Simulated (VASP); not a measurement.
Energy against volume of HfO$_{2}$ (fluorite). All values below come from PBEsol GGA, VASP's PBE PAW potentials (set 64) (plane waves; VASP). Settings: 520 eV cut-off, 9×9×9 Γ-centred mesh, Gaussian smearing of 0.050 eV, potentials Hf_pv O.

| V (Å³/atom) | E (eV/atom) |
|---|---|
| 10.232 | -10.53693 |
| 10.549 | -10.54566 |
| 10.865 | -10.53822 |
| 11.182 | -10.51704 |

Question: Fit these four points and predict the energy of the run at 9.916 Å³/atom.

Answer: A cubic in V^(−2/3), the third-order Birch-Murnaghan form, passes through the four points with V0 = 10.55 Å³/atom and B0 = 272 GPa, and gives -10.5091 eV/atom there. The run gave -10.5093 eV/atom, -0.1 meV/atom from the fit; all five points give B0 = 271 GPa.

The compound is HfO2 in the fluorite structure, the high-temperature cubic form, which is unstable at 0 K; the monoclinic form is the stable one. It was relaxed first.
